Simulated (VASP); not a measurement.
Consider the following.

```
CELL_PARAMETERS angstrom
      1.68043    -2.91058     0.00000
      1.68043     2.91058     0.00000
      0.00000     0.00000     5.23307
ATOMIC_POSITIONS crystal
  Sc 0.33333 0.66667 0.25000
  Sc 0.66667 0.33333 0.75000
```

Level of theory: RPBE GGA, VASP's PBE PAW potentials (set 64) (plane waves; VASP). Numerical set-up: 520 eV cut-off, Gaussian smearing of 0.050 eV, potentials Sc_sv.

Q: Give the energies of bands 9 to 14 at the high-symmetry points, in eV from the Fermi level.

A: 
| band | Γ | M | K | A | L | H |
|---|---|---|---|---|---|---|
| 9 | -5.06 | -1.60 | -0.71 | -3.56 | -1.41 | -0.39 |
| 10 | -1.57 | -1.02 | -0.71 | -3.56 | -1.41 | -0.39 |
| 11 | 0.50 | -0.62 | -0.62 | 0.96 | 0.05 | -0.11 |
| 12 | 1.56 | -0.37 | -0.43 | 0.96 | 0.05 | -0.11 |
| 13 | 1.56 | 1.25 | 1.00 | 1.48 | 1.20 | 0.22 |
| 14 | 1.81 | 1.32 | 1.00 | 1.48 | 1.20 | 0.22 |

It has no gap at this level: it comes out as a metal or semimetal.

The compound is Sc in the hcp structure. It was relaxed first.
